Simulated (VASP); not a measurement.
Energy against volume of BP (zinc blende). Level of theory: PBE GGA, VASP's PBE PAW potentials (set 64) (plane waves; VASP 6.6.1). Settings: 520 eV cut-off, 10×10×10 Γ-centred mesh, Gaussian smearing of 0.050 eV, potentials B P.

| V (Å³/atom) | E (eV/atom) |
|---|---|
| 11.393 | -6.45967 |
| 11.746 | -6.46545 |
| 12.098 | -6.46052 |
| 12.451 | -6.44632 |

Problem. Fit these four points and predict the energy of the run at 11.041 Å³/atom.

Solution. A cubic in V^(−2/3), the third-order Birch-Murnaghan form, passes through the four points with V0 = 11.75 Å³/atom and B0 = 162 GPa, and gives -6.4415 eV/atom there. The run gave -6.4415 eV/atom, -0.0 meV/atom from the fit; all five points give B0 = 162 GPa.

The compound is BP in the zinc blende structure. It was relaxed first.
